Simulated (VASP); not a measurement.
Computed with PBE GGA, VASP's PBE PAW potentials (set 64) (plane waves; VASP).

The input files of a VASP run:

File POSCAR:
```
Li2S
1
    0.0000000000     2.8521864874     2.8521864874
    2.8521864874     0.0000000000     2.8521864874
    2.8521864874     2.8521864874    -0.0000000000
Li S
2 1
Direct
  0.2500000000   0.2500000000   0.2500000000
  0.7500000000   0.7500000000   0.7500000000
  0.0000000000   0.0000000000   0.0000000000
```

INCAR:
```
# general
SYSTEM=Li2S
PREC  =Accurate
ENCUT =600   # plane-wave cut-off (eV)
LREAL =.FALSE.
LASPH =.TRUE.   # aspherical one-centre terms

# electronic loop
EDIFF =1E-7   # SCF stop (eV)
NELM  =100   # most electronic steps
ALGO  =Normal   # blocked Davidson

# smearing
ISMEAR=0   # Gaussian
SIGMA =0.05   # width (eV)

# functional
GGA   =PE

# ions
ISIF  =2   # forces and stress, cell fixed

# output
LWAVE =.FALSE.
LCHARG=.FALSE.
```

### KPOINTS
```
Automatic
0
Gamma
  8 8 8
```

POTCAR, in this order: Li_sv S (PBE.64 set). Program: vasp_std.

Q: Estimate the energy per atom (σ→0), band gap (on the k-mesh).

A: 
```yaml
energy per atom (σ→0): -3.999 eV/atom
band gap (on the k-mesh): 3.39 eV
```

### OSZICAR
```
...
DAV:   8    -0.119960773742E+02   -0.11081E-01   -0.33721E-02   754   0.129E+00    0.555E-01
DAV:   9    -0.119953480459E+02    0.72933E-03   -0.24513E-03   762   0.282E-01    0.214E-01
DAV:  10    -0.119959814361E+02   -0.63339E-03   -0.14655E-03   634   0.234E-01    0.117E-01
DAV:  11    -0.119959676891E+02    0.13747E-04   -0.75401E-05   844   0.633E-02    0.338E-02
DAV:  12    -0.119959724790E+02   -0.47899E-05   -0.11609E-05   644   0.230E-02    0.541E-03
DAV:  13    -0.119959722281E+02    0.25091E-06   -0.10160E-06   882   0.745E-03    0.658E-03
DAV:  14    -0.119959721936E+02    0.34487E-07   -0.15585E-07   578   0.338E-03
   1 F= -.11995972E+02 E0= -.11995972E+02  d E =-.295493E-17
```

The compound is Li2S in the antifluorite structure. It was relaxed first.
